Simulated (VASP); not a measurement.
```xyz
3
Lattice="0.0000 3.3536 3.3536 3.3536 0.0000 3.3536 3.3536 3.3536 0.0000" Properties=species:S:1:pos:R:3 pbc="T T T"
Mo     0.0000     0.0000     0.0000
Te     1.6768     1.6768     1.6768
Te     5.0304     5.0304     5.0304
```

These are PBE GGA, VASP's PBE PAW potentials (set 64) (plane waves; VASP) values and carry that method's errors. Run with 400 eV cut-off, 7×7×7 Γ-centred mesh, Gaussian smearing of 0.050 eV, potentials Mo_sv Te.

### Question
Give the stress tensor in GPa (positive for a compressed cell).

### Answer

```
-2.15   0.00   0.00
 0.00  -2.15   0.00
 0.00   0.00  -2.15
```
The pressure is its mean diagonal, -2.15 GPa.

The structure was generated: Te2Mo was put into the fluorite type (Fm-3m), which need not be its known phase. The cell was not relaxed at this level. The run is one of a series of settings (KPOINTS 7×7×7 Γ-centred mesh against the base run), some of them coarse on purpose.
